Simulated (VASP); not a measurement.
Calculation: PBEsol GGA, VASP's PBE PAW potentials (set 64) (plane waves; VASP 6.6.1).

Input for VASP

### INCAR
```
PREC=Accurate
SYSTEM=MgZn2O3
LREAL=.FALSE.
ALGO=Normal   # blocked Davidson
SIGMA=0.01   # width (eV)
NSW=1   # most ionic steps
ENCUT=520   # plane-wave cut-off (eV)
LASPH=.TRUE.   # aspherical one-centre terms
IBRION=8   # DFPT with symmetry
LWAVE=.FALSE.
LCHARG=.FALSE.
LEPSILON=.TRUE.
EDIFF=1E-8   # SCF stop (eV)
NELM=100
GGA=PS   # PBEsol
LMAXMIX=4   # l cut-off of mixed one-centre charges
ISMEAR=0   # Gaussian
```

KPOINTS:
```
Automatic mesh
0
Gamma
10 10 4
0 0 0
```

### POSCAR
```
MgZn2O3
1
    3.0098517044     0.0000000000     0.0000000000
   -1.5049258522     2.6066078962     0.0000000000
    0.0000000000     0.0000000000     7.3449728101
Mg Zn O
1 2 3
Direct
  0.0000000000   0.0000000000   0.0000000000
  0.3333330000   0.6666670000   0.6685072563
  0.6666670000   0.3333330000   0.3314927437
  0.3333330000   0.6666670000   0.1610747335
  0.6666670000   0.3333330000   0.8389252665
  0.0000000000   0.0000000000   0.5000000000
```

POTCAR, in this order: Mg Zn O (PBE.64 set). Program: vasp_std.

The resulting files:

### OUTCAR
```
 ion  position               nearest neighbor table
   1  0.000  0.000  0.000-   4 2.10   5 2.10   4 2.10   5 2.10   5 2.10   4 2.10   2 2.99   3 2.99
                             2 2.99   3 2.99   2 2.99   3 2.99
   2  0.333  0.667  0.669-   6 2.13   6 2.13   6 2.13   5 2.14   5 2.14   5 2.14   1 2.99   1 2.99
                             1 2.99   3 3.02   3 3.02   3 3.02
   3  0.667  0.333  0.331-   6 2.13   6 2.13   6 2.13   4 2.14   4 2.14   4 2.14   1 2.99   1 2.99
                             1 2.99   2 3.02   2 3.02   2 3.02
   4  0.333  0.667  0.161-   1 2.10   1 2.10   1 2.10   3 2.14   3 2.14   3 2.14
   5  0.667  0.333  0.839-   1 2.10   1 2.10   1 2.10   2 2.14   2 2.14   2 2.14
   6  0.000  0.000  0.500-   2 2.13   3 2.13   2 2.13   3 2.13   3 2.13   2 2.13
  LATTYP: Found a hexagonal cell.
 ALAT       =     3.0098517044
 C/A-ratio  =     2.4403105307
 Subroutine PRICEL returns:
 Original cell was already a primitive cell.
 Subroutine GETGRP returns: Found 12 space group operations
The static configuration has the point symmetry D_3d.
The dynamic configuration has the point symmetry D_3d.
 Subroutine INISYM returns: Found 12 space group operations
 Subroutine IBZKPT returns following result:
 Found     50 irreducible k-points:

 Following reciprocal coordinates:
            Coordinates               Weight
  0.000000  0.000000  0.000000      1.000000
...
```

**OSZICAR**
```
...
RMM:   6    -0.206233933937E+00    0.14453E-04   -0.14457E-07 18054   0.192E-03    0.240E-04
RMM:   7    -0.206231910741E+00    0.20232E-05   -0.21009E-08 18199   0.552E-04    0.745E-05
RMM:   8    -0.206231923705E+00   -0.12963E-07    0.21110E-08 22841   0.223E-04    0.217E-05
RMM:   9    -0.206231969072E+00   -0.45368E-07    0.21629E-08 24341   0.156E-04    0.742E-06
RMM:  10    -0.206231969163E+00   -0.90225E-10    0.10414E-08 24144   0.137E-04    0.217E-06
 Linear response progress:
  Degree of freedom:   4/  8
       N       E                     dE             d eps       ncg     rms          rms(c)
RMM:   1    -0.224813543672E+00   -0.22481E+00    0.43002E-02  4665   0.250E+00
RMM:   2    -0.222020652277E+00    0.27929E-02   -0.51976E-03  3923   0.640E-01    0.120E-01
RMM:   3    -0.221082339085E+00    0.93831E-03   -0.93375E-04  4247   0.178E-01    0.810E-02
RMM:   4    -0.220470962256E+00    0.61138E-03   -0.24439E-04  4421   0.925E-02    0.391E-02
RMM:   5    -0.220048355173E+00    0.42261E-03   -0.14613E-04  4287   0.694E-02    0.955E-03
RMM:   6    -0.220044734155E+00    0.36210E-05   -0.71243E-06  4386   0.150E-02    0.433E-03
RMM:   7    -0.220052637970E+00   -0.79038E-05   -0.22094E-06  4399   0.567E-03    0.902E-04
RMM:   8    -0.220054744334E+00   -0.21064E-05    0.16137E-08  4330   0.115E-03    0.440E-04
RMM:   9    -0.220056626460E+00   -0.18821E-05   -0.14161E-07  4435   0.568E-04    0.910E-05
RMM:  10    -0.220057189962E+00   -0.56350E-06   -0.76776E-08  4271   0.229E-04    0.262E-05
RMM:  11    -0.220057076203E+00    0.11376E-06   -0.71100E-08  4459   0.144E-04    0.104E-05
RMM:  12    -0.220057090916E+00   -0.14713E-07   -0.66512E-08  4501   0.112E-04    0.240E-06
RMM:  13    -0.220057089875E+00    0.10409E-08   -0.66881E-08  4150   0.990E-05    0.120E-06
 Linear response progress:
  Degree of freedom:   5/  8
       N       E                     dE             d eps       ncg     rms          rms(c)
RMM:   1    -0.357180834431E+00   -0.35718E+00    0.53249E-01 21412   0.395E+00
RMM:   2    -0.354244034255E+00    0.29368E-02   -0.97737E-03 16131   0.772E-01    0.154E-01
RMM:   3    -0.355550643852E+00   -0.13066E-02   -0.76110E-04 15283   0.181E-01    0.907E-02
RMM:   4    -0.357387561420E+00   -0.18369E-02   -0.44134E-04 13902   0.130E-01    0.163E-02
RMM:   5    -0.357256632053E+00    0.13093E-03   -0.22180E-05 17606   0.312E-02    0.456E-03
RMM:   6    -0.357249668741E+00    0.69633E-05   -0.15802E-06 17723   0.618E-03    0.105E-03
RMM:   7    -0.357257387570E+00   -0.77188E-05   -0.21440E-06 17374   0.188E-03    0.304E-04
RMM:   8    -0.357252540012E+00    0.48476E-05    0.52886E-07 17666   0.737E-04    0.416E-05
RMM:   9    -0.357252395577E+00    0.14443E-06   -0.27338E-07 22029   0.332E-04    0.246E-05
RMM:  10    -0.357252441959E+00   -0.46382E-07    0.77203E-08 25122   0.235E-04    0.413E-06
RMM:  11    -0.357252424893E+00    0.17066E-07   -0.46809E-08 25996   0.205E-04    0.332E-06
RMM:  12    -0.357252440583E+00   -0.15691E-07   -0.19298E-08 26250   0.196E-04    0.642E-07
RMM:  13    -0.357252432943E+00    0.76401E-08   -0.10360E-08 25278   0.194E-04    0.291E-07
 Linear response progress:
  Degree of freedom:   6/  8
       N       E                     dE             d eps       ncg     rms          rms(c)
RMM:   1    -0.390823369324E+00   -0.39082E+00    0.54137E-01  5152   0.391E+00
RMM:   2    -0.385895994743E+00    0.49274E-02   -0.10432E-02  3994   0.797E-01    0.221E-01
RMM:   3    -0.386537951755E+00   -0.64196E-03   -0.15266E-03  3623   0.256E-01    0.110E-01
RMM:   4    -0.387673400718E+00   -0.11354E-02   -0.13159E-03  4033   0.176E-01    0.252E-02
RMM:   5    -0.387753972092E+00   -0.80571E-04   -0.59304E-05  4077   0.471E-02    0.160E-02
RMM:   6    -0.387684733055E+00    0.69239E-04   -0.57111E-06  4302   0.153E-02    0.445E-03
RMM:   7    -0.387656340936E+00    0.28392E-04   -0.21570E-06  4126   0.566E-03    0.106E-03
RMM:   8    -0.387661568427E+00   -0.52275E-05   -0.31472E-07  4239   0.194E-03    0.408E-04
RMM:   9    -0.387659355270E+00    0.22132E-05   -0.13363E-07  4446   0.667E-04    0.165E-04
RMM:  10    -0.387660538064E+00   -0.11828E-05   -0.86325E-08  4375   0.410E-04    0.494E-05
RMM:  11    -0.387660207700E+00    0.33036E-06   -0.10964E-07  4299   0.245E-04    0.140E-05
RMM:  12    -0.387660206137E+00    0.15632E-08   -0.11874E-07  4623   0.198E-04    0.351E-06
RMM:  13    -0.387660245476E+00   -0.39339E-07   -0.73996E-08  4341   0.182E-04    0.163E-06
RMM:  14    -0.387660257236E+00   -0.11761E-07   -0.10298E-07  3882   0.176E-04    0.703E-07
RMM:  15    -0.387660258515E+00   -0.12782E-08   -0.67330E-08  3251   0.174E-04    0.200E-07
 Linear response progress:
  Degree of freedom:   7/  8
       N       E                     dE             d eps       ncg     rms          rms(c)
RMM:   1    -0.357851185788E+00   -0.35785E+00    0.49997E-01 12739   0.364E+00
RMM:   2    -0.353056952334E+00    0.47942E-02   -0.11424E-02  8798   0.869E-01    0.177E-01
RMM:   3    -0.354229118073E+00   -0.11722E-02   -0.10810E-03  9477   0.202E-01    0.108E-01
RMM:   4    -0.355769227448E+00   -0.15401E-02   -0.29868E-04  8491   0.109E-01    0.116E-02
RMM:   5    -0.355587371332E+00    0.18186E-03   -0.21678E-05  9855   0.275E-02    0.572E-03
RMM:   6    -0.355559330601E+00    0.28041E-04   -0.18613E-06  9862   0.730E-03    0.911E-04
RMM:   7    -0.355567164940E+00   -0.78343E-05   -0.63730E-07 10141   0.199E-03    0.403E-04
RMM:   8    -0.355564840575E+00    0.23244E-05   -0.24131E-07 10369   0.801E-04    0.592E-05
RMM:   9    -0.355564247070E+00    0.59351E-06   -0.13349E-07 10797   0.315E-04    0.327E-05
RMM:  10    -0.355564419679E+00   -0.17261E-06   -0.10927E-07 11611   0.222E-04    0.400E-06
RMM:  11    -0.355564402218E+00    0.17461E-07   -0.52225E-08 13039   0.180E-04    0.416E-06
RMM:  12    -0.355564434546E+00   -0.32328E-07   -0.61150E-08 12972   0.170E-04    0.101E-06
RMM:  13    -0.355564420413E+00    0.14133E-07   -0.59062E-08 12130   0.165E-04    0.178E-07
RMM:  14    -0.355564421702E+00   -0.12897E-08   -0.49794E-08 11495   0.164E-04    0.219E-07
 Linear response progress:
  Degree of freedom:   8/  8
       N       E                     dE             d eps       ncg     rms          rms(c)
RMM:   1    -0.390678271475E+00   -0.39068E+00    0.51134E-01  5689   0.365E+00
RMM:   2    -0.384630196567E+00    0.60481E-02   -0.11388E-02  3676   0.924E-01    0.288E-01
RMM:   3    -0.385276857956E+00   -0.64666E-03   -0.18710E-03  3911   0.291E-01    0.146E-01
RMM:   4    -0.386194865960E+00   -0.91801E-03   -0.82730E-04  3983   0.140E-01    0.228E-02
RMM:   5    -0.386209997071E+00   -0.15131E-04   -0.55314E-05  3676   0.717E-02    0.155E-02
RMM:   6    -0.386195391885E+00    0.14605E-04   -0.98491E-06  4353   0.185E-02    0.579E-03
RMM:   7    -0.386107398864E+00    0.87993E-04   -0.30304E-06  3560   0.156E-02    0.170E-03
RMM:   8    -0.386117399956E+00   -0.10001E-04   -0.60578E-07  4257   0.449E-03    0.625E-04
RMM:   9    -0.386127462793E+00   -0.10063E-04   -0.14520E-07  3644   0.225E-03    0.450E-04
RMM:  10    -0.386121438328E+00    0.60245E-05    0.15928E-08  3596   0.120E-03    0.341E-05
RMM:  11    -0.386121385612E+00    0.52716E-07    0.51434E-08  4074   0.398E-04    0.244E-05
RMM:  12    -0.386121628213E+00   -0.24260E-06   -0.18480E-07  4126   0.230E-04    0.113E-05
RMM:  13    -0.386121661000E+00   -0.32787E-07    0.66579E-08  4231   0.183E-04    0.293E-06
RMM:  14    -0.386121655378E+00    0.56222E-08   -0.30182E-08  4417   0.168E-04    0.167E-06
 Linear response finished
```

**OUTCAR**
```
------------------------ aborting loop because EDIFF is reached ----------------------------------------

 HEAD OF MICROSCOPIC STATIC DIELECTRIC TENSOR (INDEPENDENT PARTICLE, excluding Hartree and local field effects)
 ------------------------------------------------------
           4.611909    -0.000000     0.000000
           0.000000     4.611908     0.000000
           0.000000    -0.000000     4.619961
 ------------------------------------------------------

 MACROSCOPIC STATIC DIELECTRIC TENSOR (including local field effects in DFT)
 ------------------------------------------------------
           4.509701     0.000000     0.000000
           0.000000     4.509701     0.000000
          -0.000000     0.000000     4.386295
 ------------------------------------------------------

 PIEZOELECTRIC TENSOR (including local field effects)  for field in x, y, z        (e  Angst)
          XX          YY          ZZ          XY          YZ          ZX
  --------------------------------------------------------------------------------
  x     0.00000     0.00000     0.00000     0.00000     0.00000     0.00000
  y     0.00000     0.00000     0.00000     0.00000     0.00000     0.00000
  z     0.00000     0.00000     0.00000     0.00000     0.00000     0.00000

 PIEZOELECTRIC TENSOR (including local field effects)  for field in x, y, z        (C/m^2)
          XX          YY          ZZ          XY          YZ          ZX
  --------------------------------------------------------------------------------
  x     0.00000     0.00000     0.00000     0.00000     0.00000     0.00000
  y     0.00000     0.00000     0.00000     0.00000     0.00000     0.00000
  z     0.00000     0.00000     0.00000     0.00000     0.00000     0.00000

 BORN EFFECTIVE CHARGES (including local field effects) (in |e|, cummulative output)
 ---------------------------------------------------------------------------------
 ion    1
    1     2.00525     0.00000     0.00000
    2     0.00000     2.00525    -0.00000
    3     0.00000     0.00000     2.53956
 ion    2
    1     2.37031     0.00000     0.00000
    2     0.00000     2.37031     0.00000
    3     0.00000    -0.00000     2.04618
 ion    3
    1     2.37031     0.00000     0.00000
    2     0.00000     2.37031     0.00000
    3    -0.00000    -0.00000     2.04618
 ion    4
    1    -2.16955     0.00000     0.00000
    2     0.00000    -2.16955     0.00000
    3    -0.00000     0.00000    -2.32282
 ion    5
    1    -2.16955     0.00000     0.00000
    2     0.00000    -2.16955     0.00000
    3     0.00000     0.00000    -2.32282
 ion    6
    1    -2.40676     0.00000     0.00000
    2     0.00000    -2.40676     0.00000
    3     0.00000     0.00000    -1.98628

   1 f  =   16.791833 THz   105.506200 2PiTHz  560.115268 cm-1    69.445411 meV
             X         Y         Z           dx          dy          dz
      0.000000  0.000000  0.000000    -0.000000    0.000000    0.519801
     -0.000002  1.737739  4.910168    -0.000000    0.000000   -0.141913
      1.504927  0.868868  2.434805    -0.000000    0.000000   -0.141913
     -0.000002  1.737739  1.183090     0.000000   -0.000000   -0.360903
      1.504927  0.868868  6.161883     0.000000   -0.000000   -0.360903
      0.000000  0.000000  3.672486     0.000000    0.000000    0.655001

   2 f  =   16.265199 THz   102.197260 2PiTHz  542.548640 cm-1    67.267428 meV
             X         Y         Z           dx          dy          dz
      0.000000  0.000000  0.000000     0.000000   -0.000000    0.000000
     -0.000002  1.737739  4.910168    -0.000000   -0.000000   -0.188844
      1.504927  0.868868  2.434805    -0.000000    0.000000    0.188844
     -0.000002  1.737739  1.183090     0.000000   -0.000000   -0.681423
      1.504927  0.868868  6.161883    -0.000000   -0.000000    0.681423
      0.000000  0.000000  3.672486    -0.000000    0.000000   -0.000000

   3 f  =   10.977818 THz    68.975663 2PiTHz  366.180584 cm-1    45.400586 meV
             X         Y         Z           dx          dy          dz
      0.000000  0.000000  0.000000    -0.000000   -0.000000    0.779956
     -0.000002  1.737739  4.910168    -0.000000   -0.000000   -0.136482
      1.504927  0.868868  2.434805    -0.000000   -0.000000   -0.136482
     -0.000002  1.737739  1.183090     0.000000    0.000000    0.086697
      1.504927  0.868868  6.161883     0.000000    0.000000    0.086697
      0.000000  0.000000  3.672486     0.000000    0.000000   -0.582564

   4 f  =   10.470219 THz    65.786324 2PiTHz  349.248901 cm-1    43.301326 meV
             X         Y         Z           dx          dy          dz
      0.000000  0.000000  0.000000    -0.698418    0.000000    0.000000
     -0.000002  1.737739  4.910168    -0.041537    0.000000    0.000000
      1.504927  0.868868  2.434805    -0.041537    0.000000   -0.000000
     -0.000002  1.737739  1.183090     0.504097   -0.000000   -0.000000
      1.504927  0.868868  6.161883     0.504097   -0.000000    0.000000
      0.000000  0.000000  3.672486     0.023107   -0.000000    0.000000

   5 f  =   10.470218 THz    65.786320 2PiTHz  349.248882 cm-1    43.301323 meV
             X         Y         Z           dx          dy          dz
      0.000000  0.000000  0.000000     0.000000    0.698418   -0.000000
     -0.000002  1.737739  4.910168     0.000000    0.041537   -0.000000
      1.504927  0.868868  2.434805     0.000000    0.041537    0.000000
     -0.000002  1.737739  1.183090    -0.000000   -0.504097   -0.000000
      1.504927  0.868868  6.161883    -0.000000   -0.504097   -0.000000
      0.000000  0.000000  3.672486    -0.000000   -0.023107   -0.000000

   6 f  =    9.002776 THz    56.566109 2PiTHz  300.300279 cm-1    37.232473 meV
             X         Y         Z           dx          dy          dz
      0.000000  0.000000  0.000000    -0.000000    0.000000    0.000000
     -0.000002  1.737739  4.910168    -0.096007    0.000000    0.000000
      1.504927  0.868868  2.434805     0.096007   -0.000000   -0.000000
     -0.000002  1.737739  1.183090    -0.700559    0.000000   -0.000000
      1.504927  0.868868  6.161883     0.700559   -0.000000    0.000000
      0.000000  0.000000  3.672486    -0.000000    0.000000    0.000000
...
```
(Selected blocks of OUTCAR.)

OUTCAR:
```
 val. band max:        2.8688807563   @ k =   0.0000   0.0000   0.0000

 cond. band min:       4.7078322387   @ k =   0.0000   0.0000   0.0000


 Fermi energy:         2.9819914471

 k-point     1 :       0.0000    0.0000    0.0000
  band No.  band energies     occupation
      1     -15.3786      2.00000
      2     -14.4260      2.00000
      3     -14.3022      2.00000
      4      -3.5189      2.00000
      5      -2.6578      2.00000
      6      -2.4702      2.00000
      7      -2.4702      2.00000
      8      -1.9354      2.00000
      9      -1.9354      2.00000
     10      -1.6122      2.00000
     11      -1.6122      2.00000
     12      -1.4211      2.00000
     13      -1.4211      2.00000
     14      -0.9841      2.00000
     15      -0.5643      2.00000
     16       1.8361      2.00000
     17       1.8361      2.00000
     18       1.8522      2.00000
     19       1.9352      2.00000
     20       1.9352      2.00000
     21       2.8689      2.00000
     22       2.8689      2.00000
     23       4.7078      0.00000
     24       8.3870      0.00000
     25       8.4878      0.00000
     26      13.3191      0.00000

 k-point     2 :       0.1000   -0.0000    0.0000
  band No.  band energies     occupation
      1     -15.2791      2.00000
      2     -14.3747      2.00000
      3     -14.2462      2.00000
      4      -3.4306      2.00000
      5      -2.8234      2.00000
      6      -2.4382      2.00000
      7      -2.2841      2.00000
      8      -2.0151      2.00000
      9      -1.9084      2.00000
     10      -1.6765      2.00000
     11      -1.6510      2.00000
     12      -1.4235      2.00000
     13      -1.4131      2.00000
     14      -0.9078      2.00000
     15      -0.5908      2.00000
     16       1.2001      2.00000
     17       1.4014      2.00000
     18       1.6869      2.00000
     19       1.9679      2.00000
     20       2.0945      2.00000
     21       2.4567      2.00000
     22       2.8082      2.00000
...
```

The dielectric response may not be converged in the k-mesh; for small gaps it tends to come out too large.

The structure comes from a computed database's MgZn2O3 entry (P-3m1); how it stands against other phases isn't given here. It was relaxed first.
